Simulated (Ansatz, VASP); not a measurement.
## Cross-check of BiAs between VASP and Ansatz

Wanted: the spread between two codes on one cell, functional and k mesh. The cell is invented: As first built, before any earlier steps moved the atoms (in the runner's words): it takes the AlAs structure with some of its atoms replaced by other elements, volume scaled by an estimate. It may not be a known or stable phase. The cell is taken from a series of VASP runs on this material, whose earlier steps may have relaxed, scaled or displaced it; both programs get it as it stands. Valence electrons are named where the data sets of a main pair hold unlike numbers.

Method: plane waves, with VASP 6.6.1 beside it; band structure at LDA, band structure at PBEsol and band structure at r2SCAN, in Ansatz 0.2.0.

**1. Starting point**

Symmetry: P6_3mc, No. 186, hexagonal system. The conventional cell has a = 5.072 Å, b = 5.072 Å, c = 6.342 Å, α = 90.00°, β = 90.00°, γ = 120.00°. Nearest to Bi lie 4 As at 2.79 to 2.95 Å. As has 4 Bi at 2.79 to 2.95 Å nearest. As first built, before any earlier steps moved the atoms (in the runner's words): sites of the AlAs structure (space group 186) filled with other elements, volume scaled by an estimate. Farther neighbours are not listed.

As a file:

```xyz
4
Lattice="5.0716 0.0000 0.0000 -2.5358 4.3921 0.0000 0.0000 0.0000 6.3422" Properties=species:S:1:pos:R:3 pbc="T T T"
Bi    0.0000    2.9281    6.1404
Bi    2.5358    1.4640    2.9692
As    0.0000    2.9281    2.5865
As    2.5358    1.4640    5.7577
```

**2. VASP: band structure, LDA**

Levels along a path test the potential and the projectors away from the mesh points.

Lines of VASP's logs that name or quote its potential files are left out, and so is its time.

Input file INCAR:

```
SYSTEM = BiAs
PREC = Accurate
ENCUT = 400
EDIFF = 1E-06
NELM = 100
ISMEAR = 0
SIGMA = 0.02
LREAL = .FALSE.
ALGO = Normal
GGA = CA
NBANDS = 34
LORBIT = 11
LWAVE = .FALSE.
LCHARG = .FALSE.
KPAR = 2
NCORE = 2
```

Input file POSCAR:

```
BiAs
1.0
    5.0716037739     -0.0000000910      0.0000000000
   -2.5358025406      4.3921383167      0.0000000000
    0.0000000000      0.0000000000      6.3422180812
Bi As
2 2
Direct
    0.3333333300      0.6666666700      0.9681709195
    0.6666666700      0.3333333300      0.4681709195
    0.3333333300      0.6666666700      0.4078290805
    0.6666666700      0.3333333300      0.9078290805
```

Input file KPOINTS:

```
Automatic mesh
0
Gamma
3 3 2
0 0 0
```

Input file KPOINTS_OPT:

```
Line mode
16
Line-mode
Reciprocal
  0.00000000   0.00000000   0.00000000 GAMMA
  0.50000000   0.00000000   0.00000000 M

  0.50000000   0.00000000   0.00000000 M
  0.33333333   0.33333333   0.00000000 K

  0.33333333   0.33333333   0.00000000 K
  0.00000000   0.00000000   0.00000000 GAMMA

  0.00000000   0.00000000   0.00000000 GAMMA
  0.00000000   0.00000000   0.50000000 A

  0.00000000   0.00000000   0.50000000 A
  0.50000000   0.00000000   0.50000000 L

  0.50000000   0.00000000   0.50000000 L
  0.33333333   0.33333333   0.50000000 H

  0.33333333   0.33333333   0.50000000 H
  0.00000000   0.00000000   0.50000000 A

  0.50000000   0.00000000   0.50000000 L
  0.50000000   0.00000000   0.00000000 M

  0.33333333   0.33333333   0.00000000 K
  0.33333333   0.33333333   0.50000000 H
```

Potentials, in the order of the species: Bi_d and As (PBE family, release 64).

Command:

```sh
$ mpirun -np 4 vasp_std
```

Numbers of over 12 decimals in the logs are rounded to 6 here.

The log of the run:

```text
[banner, memory and clock lines left out]
running    4 mpi-ranks, on    1 nodes
 distrk:  each k-point on    2 cores,    2 groups
 distr:  one band on    2 cores,    1 groups

 POSCAR found type information on POSCAR BiAs
 POSCAR found :  2 types and       4 ions
|                                                                             |
|               ----> ADVICE to this user running VASP <----                  |
|                                                                             |
|     You enforced a specific xc type in the INCAR file but a different       |
|     [... a line on the potential file left out ...]
|     I HOPE YOU KNOW WHAT YOU ARE DOING!                                     |
|                                                                             |

 LDA part: xc-table for (Slater(with rela. corr.)+CA(PZ))
 , standard interpolation
 POSCAR, INCAR and KPOINTS ok, starting setup
 FFT: planning ... GRIDC
 FFT: planning ... GRID_SOFT
 FFT: planning ... GRID
 WAVECAR not read
 entering main loop
       N       E                     dE             d eps       ncg     rms          rms(c)
DAV:   1     0.346042211063E+03    0.34604E+03   -0.16503E+04   408   0.969E+02
DAV:   2     0.172806202343E+02   -0.32876E+03   -0.31761E+03   434   0.291E+02
DAV:   3    -0.182325158667E+02   -0.35513E+02   -0.34914E+02   506   0.114E+02
DAV:   4    -0.195455102159E+02   -0.13130E+01   -0.13111E+01   478   0.247E+01
DAV:   5    -0.195942419370E+02   -0.48732E-01   -0.48729E-01   574   0.436E+00    0.333E+00
DAV:   6    -0.191248707989E+02    0.46937E+00   -0.16719E+00   552   0.518E+00    0.176E+00
DAV:   7    -0.191218478753E+02    0.30229E-02   -0.17921E-01   516   0.144E+00    0.921E-01
DAV:   8    -0.191134643628E+02    0.83835E-02   -0.25116E-02   558   0.588E-01    0.180E-01
DAV:   9    -0.191124790847E+02    0.98528E-03   -0.61759E-03   500   0.320E-01    0.781E-02
DAV:  10    -0.191125606516E+02   -0.81567E-04   -0.53091E-04   500   0.818E-02    0.456E-02
DAV:  11    -0.191125803956E+02   -0.19744E-04   -0.17713E-04   498   0.803E-02    0.127E-02
DAV:  12    -0.191125766176E+02    0.37780E-05   -0.21636E-05   488   0.281E-02    0.598E-03
DAV:  13    -0.191125770377E+02   -0.42014E-06   -0.24918E-06   416   0.935E-03
   1 F= -.19112577E+02 E0= -.19112577E+02  d E =-.399331E-21
 Start KPOINTS_OPT (optional k-point list driver)
k-point batch [1-6\144]
       N       E                     dE             ncg
DAV:   1    -0.292652125439E+03   -0.99212E+03      408
DAV:   2    -0.231488288764E+04   -0.20222E+04      472
DAV:   3    -0.252983681724E+04   -0.21495E+03      440
DAV:   4    -0.253746227630E+04   -0.76255E+01      436
DAV:   5    -0.253780913124E+04   -0.34685E+00      482
DAV:   6    -0.253781913764E+04   -0.10006E-01      524
DAV:   7    -0.253781944497E+04   -0.30733E-03      514
DAV:   8    -0.253781944861E+04   -0.36400E-05      514
DAV:   9    -0.253781944868E+04   -0.69151E-07      250
[...]
k-point batch [139-144\144]
       N       E                     dE             ncg
DAV:   1    -0.304325571668E+03   -0.62783E+04      416
DAV:   2    -0.228862306506E+04   -0.19843E+04      448
DAV:   3    -0.251038798092E+04   -0.22176E+03      508
DAV:   4    -0.251876165766E+04   -0.83737E+01      488
DAV:   5    -0.251916838905E+04   -0.40673E+00      614
DAV:   6    -0.251917439841E+04   -0.60094E-02      534
DAV:   7    -0.251917459567E+04   -0.19726E-03      620
DAV:   8    -0.251917459859E+04   -0.29232E-05      460
DAV:   9    -0.251917459868E+04   -0.89027E-07      358
```

OUTCAR, selected parts (step 2):

```text
ion  position               nearest neighbor table
   1  0.333  0.667  0.968-   3 2.79   4 2.95   4 2.95   4 2.95
   2  0.667  0.333  0.468-   4 2.79   3 2.95   3 2.95   3 2.95
   3  0.333  0.667  0.408-   1 2.79   2 2.95   2 2.95   2 2.95
   4  0.667  0.333  0.908-   2 2.79   1 2.95   1 2.95   1 2.95

  LATTYP: Found a hexagonal cell.
 ALAT       =     5.0716037739
 C/A-ratio  =     1.2505350110

 Subroutine GETGRP returns: Found 12 space group operations
 (whereof  6 operations were pure point group operations)

The static configuration has the point symmetry C_3v.
 The point group associated with its full space group is C_6v.

 Found      6 irreducible k-points:

   k-points           NKPTS =      6   k-points in BZ     NKDIM =      6   number of bands    NBANDS=     34

   dimension x,y,z NGX =    36 NGY =   36 NGZ =   42
   dimension x,y,z NGXF=    72 NGYF=   72 NGZF=   84

   ENCUT  =  400.0 eV  29.40 Ry    5.42 a.u.   8.27  8.27 10.34*2*pi/ulx,y,z

   NELECT =      40.0000    total number of electrons

 k-points in reciprocal lattice and weights: Automatic mesh
   0.00000000  0.00000000  0.00000000       0.056
   0.33333333  0.00000000  0.00000000       0.333
   0.33333333  0.33333333  0.00000000       0.111
   0.00000000  0.00000000  0.50000000       0.056
   0.33333333  0.00000000  0.50000000       0.333
   0.33333333  0.33333333  0.50000000       0.111

 average (electrostatic) potential at core
       1-107.1585       2-107.1585       3 -50.5037       4 -50.5037

 E-fermi :   3.6093

 k-point     1 :       0.0000    0.0000    0.0000
  band No.  band energies     occupation
    ...
     16       0.4239      2.00000
     17       0.4239      2.00000
     18       2.0313      2.00000
     19       2.1348      2.00000
     20       2.1348      2.00000
     21       4.0211      0.00000
     22       4.0211      0.00000
     23       6.1214      0.00000
     24       6.1214      0.00000
     25       6.8530      0.00000
    ...

 k-point     2 :       0.3333    0.0000    0.0000
  band No.  band energies     occupation
    ...
     16      -0.1742      2.00000
     17       0.9176      2.00000
     18       1.3924      2.00000
     19       1.5939      2.00000
     20       2.9383      2.00000
     21       4.6860      0.00000
     22       5.5635      0.00000
     23       6.4934      0.00000
     24       7.2582      0.00000
     25       7.7708      0.00000
    ...

 k-point     3 :       0.3333    0.3333    0.0000
  band No.  band energies     occupation
    ...
     16       0.0049      2.00000
     17       0.0049      2.00000
     18       0.8922      2.00000
     19       3.4777      2.00000
     20       3.4777      2.00000
     21       5.2753      0.00000
     22       5.2753      0.00000
     23       5.9662      0.00000
     24       7.5575      0.00000
     25       8.0309      0.00000
    ...

  Total       -4.4110470     -4.4110481      1.1293624      0.0000007     -0.0000000      0.0000000
  in kB      -50.0253087    -50.0253216     12.8080028      0.0000083     -0.0000000      0.0000000
  external PRESSURE =     -29.0808758 kB  Pullay stress =       0.0000000 kB

  energy-cutoff  :      400.00
  volume of cell :      141.27
      direct lattice vectors                 reciprocal lattice vectors
     5.071603774 -0.000000091  0.000000000     0.197176289  0.113839797  0.000000000
    -2.535802541  4.392138317  0.000000000     0.000000004  0.227679535  0.000000000
     0.000000000  0.000000000  6.342218081     0.000000000  0.000000000  0.157673544

 POSITION                                       TOTAL-FORCE (eV/Angst)
 -----------------------------------------------------------------------------------
     -0.00000      2.92809      6.14035        -0.000000      0.000000      0.168295
      2.53580      1.46405      2.96924         0.000000     -0.000000      0.168295
     -0.00000      2.92809      2.58654        -0.000000     -0.000000     -0.168295
      2.53580      1.46405      5.75765         0.000000     -0.000000     -0.168295
 -----------------------------------------------------------------------------------
    total drift:                               -0.000025      0.000014     -0.001442

  FREE ENERGIE OF THE ION-ELECTRON SYSTEM (eV)
  ---------------------------------------------------
  free  energy   TOTEN  =       -19.1125770377 eV

  energy  without entropy=      -19.1125770377  energy(sigma->0) =      -19.11257704

 total charge
# of ion       s       p       d       tot
------------------------------------------
    1        1.563   1.246   9.928  12.737
    2        1.563   1.246   9.928  12.737
    3        1.303   1.379   0.020   2.702
    4        1.303   1.379   0.020   2.702
--------------------------------------------------
tot          5.732   5.249  19.896  30.878

[... 3 further parts left out ...]
```

Spin-orbit coupling is off here; with elements this heavy it splits and shifts levels by tenths of an eV or more. The PAW data sets were made with PBE, though LDA sets exist; pressures can shift by 1 GPa and more with it. At this level the cell is under a tension of 2.9 GPa, so at these settings it is away from equilibrium.

**3. Ansatz: band structure, LDA**

Ansatz runs on its default PAW (the set named soft_2) files.

The same cell, functional (in two slightly different forms), mesh and smearing now go to Ansatz, which takes its cutoff from its data sets.

Input file input.yaml:

```yaml
crystal:
  lattice:
    - [5.0716037739, -9.1e-08, 0.0]
    - [-2.5358025406, 4.3921383167, 0.0]
    - [0.0, 0.0, 6.3422180812]
  atoms:
    - { symbol: Bi, position: [0.33333333, 0.66666667, 0.9681709195] }
    - { symbol: Bi, position: [0.66666667, 0.33333333, 0.4681709195] }
    - { symbol: As, position: [0.33333333, 0.66666667, 0.4078290805] }
    - { symbol: As, position: [0.66666667, 0.33333333, 0.9078290805] }
hamiltonian:
  xc: lda
  pseudopotentials: { kind: paw }
kpoints:
  mp_grid: { grid: [3, 3, 2] }
  band_path:
    path:
      - [0.0, 0.0, 0.0]
      - [0.13333, 0.0, 0.0]
      - [0.3, 0.0, 0.0]
      - [0.46667, 0.0, 0.0]
      - [0.46667, 0.06667, 0.0]
      - [0.41111, 0.17778, 0.0]
      - [0.38889, 0.22222, 0.0]
      - [0.35556, 0.28889, 0.0]
      - [0.28889, 0.28889, 0.0]
      - [0.17778, 0.17778, 0.0]
      - [0.08889, 0.08889, 0.0]
      - [0.06667, 0.06667, 0.0]
      - [0.0, 0.0, 0.03333]
      - [0.0, 0.0, 0.2]
      - [0.0, 0.0, 0.36667]
      - [0.0, 0.0, 0.5]
      - [0.16667, 0.0, 0.5]
      - [0.3, 0.0, 0.5]
      - [0.46667, 0.0, 0.5]
      - [0.46667, 0.06667, 0.5]
      - [0.41111, 0.17778, 0.5]
      - [0.35556, 0.28889, 0.5]
      - [0.28889, 0.28889, 0.5]
      - [0.17778, 0.17778, 0.5]
      - [0.06667, 0.06667, 0.5]
      - [0.5, 0.0, 0.46667]
      - [0.5, 0.0, 0.3]
      - [0.5, 0.0, 0.13333]
      - [0.33333, 0.33333, 0.0]
      - [0.33333, 0.33333, 0.16667]
      - [0.33333, 0.33333, 0.33333]
      - [0.33333, 0.33333, 0.5]
    npoints: 1
scf:
  occupations: { method: gaussian, width: 0.02 }
  n_extra_bands: 8
output:
  forces: true
  stress: true
  eigenvalues: true
```

Command:

```sh
$ ansatz run input.yaml --threads 2 --pin off --max-ram 4608MiB --backend cpu --events-out ev --progress --plain --runs-dir out
```

The log of the run:

```text
Warning: the atoms were moved onto the symmetric positions of the space group found under crystal.symmetry.tolerance 1.0e-5 (fractional; no operation is sought that the atoms, as they stand in a round, miss by more than twice it, and no atom is moved by as much as it), and the run uses the moved positions. Before a round's move an operation carried an atom to 5.07e-8 Å from where it should land, the largest such dist [...]
scf.n_extra_bands = 8 over 30 filled bands (N_el = 60.0): the run solves 38 bands
Engine: ansatz 0.2.0, aarch64-unknown-linux-gnu
Pseudopotentials: kind: paw
Pseudopotential: Bi, paw, valence charge 15, recommended cutoff 420 eV (normal), Bi.paw.azcp
Pseudopotential: As, paw, valence charge 15, recommended cutoff 420 eV (normal), As.paw.azcp
Functional definition: SPW92
  exchange = slater_x
  correlation = pw_c
Crystal: 4 atoms, lattice volume = 141.274 Å³
Basis set: ecut = 420 eV, 2763 PW (Γ)
Bands: 38, of which v1, the nominal top of the filled ones, is band 30 counted from 1 (29 counted from 0)
Symmetry: 12 space group operations
Space group: P63mc (ITA 186), of the structure as read, at distance tolerance 5.2e-5 Å
k-points: 6 of 18
Non-local potential: Bi, projectors of the file, l = 0: 2, l = 1: 2, l = 2: 2, l = 3: 2
Non-local potential: As, projectors of the file, l = 0: 2, l = 1: 2, l = 2: 3, l = 3: 1
PAW form: soft (Blöchl's): semilocal exchange-correlation on the pseudo side does not see the compensation charge
PAW frozen core: Bi, regenerated for the run's functional, and the local potential with it (the file was generated under x = pbe(κ = 0.804, μ = 0.219515), c = pbe(β = 0.066725))
PAW frozen core: As, regenerated for the run's functional, and the local potential with it (the file was generated under x = pbe(κ = 0.804, μ = 0.219515), c = pbe(β = 0.066725))
PAW one-centre angular grid: Bi, 590 points (default); XC on 64 Gauss nodes
PAW one-centre angular grid: As, 590 points (default); XC on 64 Gauss nodes
Initial density: superposition of atomic densities (neutral atoms: chi_scale 0, normalization atom), corrected by the library's trained network
Initial wavefunctions: pseudopotential atomic-orbital guess
Functional: x = slater, c = lda
SCF iter   1: F=—  HF=-33718.181574 eV  |F-HF|=—  |Δ(HF+E_count)|=         —  Δρ=3.75e-3  dr2=1.61e-2  ethr=1.77e-3  ⟨swp⟩=7.7  Hψ=999  notcnv=0
preconditioner: auto → Resta (q_TF=auto, 2.365 Å⁻¹)  ε∞=3.5  [insulator: Δε(μ)=0.548 eV  Ē_g=8.901 eV  σ=0.020 eV  W_gap=1.00  n_scr=22 (ndim 8)  ℏωp=14.0 eV  f_vac=0.138  D(μ)=0.00/eV (n_scr^D=0)  ε∞_Penn≈3.5]
SCF iter   2: F=—  HF=-33718.176829 eV  |F-HF|=—  |Δ(HF+E_count)|=   4.75e-3  Δρ=2.07e-3  dr2=3.93e-3  ethr=2.68e-5  ⟨swp⟩=2.5  Hψ=341  notcnv=0  defer=14
SCF iter   3: F=—  HF=-33718.176070 eV  |F-HF|=—  |Δ(HF+E_count)|=   7.58e-4  Δρ=4.87e-4  dr2=6.44e-4  ethr=6.55e-6  ⟨swp⟩=3.0  Hψ=350  notcnv=0  defer=14
SCF iter   4: F=—  HF=-33718.175900 eV  |F-HF|=—  |Δ(HF+E_count)|=   1.70e-4  Δρ=1.47e-4  dr2=2.72e-5  ethr=1.07e-6  ⟨swp⟩=2.2  Hψ=394  notcnv=0  defer=14
SCF iter   5: F=—  HF=-33718.175905 eV  |F-HF|=—  |Δ(HF+E_count)|=   4.86e-6  Δρ=6.12e-5  dr2=3.97e-6  ethr=4.53e-8  ⟨swp⟩=2.0  Hψ=394  notcnv=0  defer=14
SCF iter   6: F=—  HF=-33718.175898 eV  |F-HF|=—  |Δ(HF+E_count)|=   6.89e-6  Δρ=1.74e-5  dr2=4.27e-7  ethr=6.62e-9  ⟨swp⟩=2.0  Hψ=394  notcnv=0  defer=14
SCF iter   7: F=-33718.175898 eV  HF=-33718.175898 eV  |F-HF|=5.23e-8  |Δ(HF+E_count)|=   1.57e-7  Δρ=6.37e-6  dr2=3.92e-8  ethr=1.67e-10  ⟨swp⟩=9.5  Hψ=1105  notcnv=0
SCF 1 converged in 7 iterations: F = -33718.175898 eV  dr2 = 3.92e-8
  greatest PAW one-centre occupation: 0.999 electrons in one spin orbital (limit 2), on the As atom at site 3 (counted from 0), in its partial waves of l = 2
NSCF: frozen V_eff on 32 k-points
SCF converged after 7 iterations
Free energy (F): -33718.175898 eV
Harris-Foulkes:  -33718.175898 eV  (|F-HF|=5.23e-8)
Internal energy: -33718.175898 eV  (E = F + TS)
E sigma→0 (E₀):  -33718.175898 eV
Fermi energy:    7.023251 eV
--- Per-component energies (eV) ---
  E_band       = -867.032745
  E_kinetic    = 809.329158
  E_local      = -7808.216498  (includes V_loc(G=0)·N_el)
  E_nonlocal   = -203.713070
  E_hartree    = 3451.430360
  E_xc         = -457.287839
  E_vxc        = -446.067506  (∫ρ·V_xc dr)
  E_paw        = -24210.817195  (= ΣΔE_a)
  E_vpaw       = -121.213191  (= ΣTr[D̂ρ^β])
  E_aug_tail   = -0.001033  (compensation charges beyond the density's cutoff)
  E_ewald      = -5303.040473
  E_core_change = 4.140690  (= ΣΔE_core)
  E_smearing   = -0.000000  (= −TS)
  E_closure    = -0.000000  (closes the sum)
  Σ components = -33718.175898   (vs F -33718.175898, Δ=0.00e0)
--- Forces (eV/Å), atoms counted from 1 ---
  atom   1  Bi     0.00000000    -0.00000000     0.19798147
  atom   2  Bi    -0.00000000     0.00000000     0.19798147
  atom   3  As     0.00000000    -0.00000000    -0.19798146
  atom   4  As    -0.00000000     0.00000000    -0.19798146
  max |Σ_I F_I| component: 1.59e-8 eV/Å
--- Stress (GPa, compression-positive) ---
       -5.150779       0.000000       0.000000
        0.000000      -5.150779       0.000000
       -0.000000      -0.000000       1.065018
  P = ⅓ Tr σ = -3.0788 GPa (-30.788 kbar)
--- Band table (eV; the first three rows and the last of 6) ---
  k-point 0: bands = [... 26 lower, 3.7077, 5.3113, 5.4113, 5.4113, 7.3023, 7.3023, 9.3940, 9.3940, ... 4 higher]
  k-point 1: bands = [... 26 lower, 4.4091, 4.4091, 5.0276, 5.0276, 8.1778, 8.1778, 8.1778, 8.1778, ... 4 higher]
  k-point 2: bands = [... 26 lower, 4.2008, 4.6658, 4.8725, 6.2044, 7.9551, 8.8415, 9.7553, 10.5250, ... 4 higher]
  k-point 5: bands = [... 26 lower, 5.3892, 5.3892, 6.5869, 6.5869, 7.8059, 7.8059, 8.2820, 8.2820, ... 4 higher]
```

Wall time 4.9 s (2 threads of Arm Neoverse V2, shared host); peak memory 0.38 GiB.

In the SCF lines HF is the Harris–Foulkes energy and dr2 the Hartree energy of the density residual, in eV; the loop may stop once dr2 is under the threshold and the program's other checks hold. Hψ counts applications of the Hamiltonian.

[end of part 1 of 3]

[Lines on the potential files, build, host, timing and source positions are cut from VASP's logs without a mark.]

[Logs are printed without paths, hosts, clocks, repeated set-up lines and the standing remarks that a program may print on its own settings, such as how far it seeks lower states.]

[Hosts, paths, dates, database ids (printed as entryN), source tags and the programs' standing remarks are cut or masked in the printed files.]
